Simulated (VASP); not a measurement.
Data:

```xyz
2
Lattice="0.0000 2.9821 2.9821 2.9821 0.0000 2.9821 2.9821 2.9821 0.0000" Properties=species:S:1:pos:R:3 pbc="T T T"
Ca     0.0000     0.0000     0.0000
Se     2.9821     2.9821     2.9821
```

Computed with PBE GGA, VASP's PBE PAW potentials (set 64) (plane waves; VASP 6.6.1). Numerical set-up: 480 eV cut-off, 8×8×8 Γ-centred mesh, Gaussian smearing of 0.050 eV, potentials Ca_sv Se.

Question: Predict the energy per atom (σ→0), band gap (on the k-mesh) with the smallest direct gap where there is one.

Answer: 
| Property | Result |
|---|---|
| band gap (on the k-mesh) | 2.08 eV |
| smallest direct gap (on the k-mesh) | 2.99 eV |
| energy per atom (σ→0) | -4.743 eV/atom |

Only differences to runs with the same potentials and settings are physical.

The compound is CaSe in the rock salt structure. It was relaxed first.
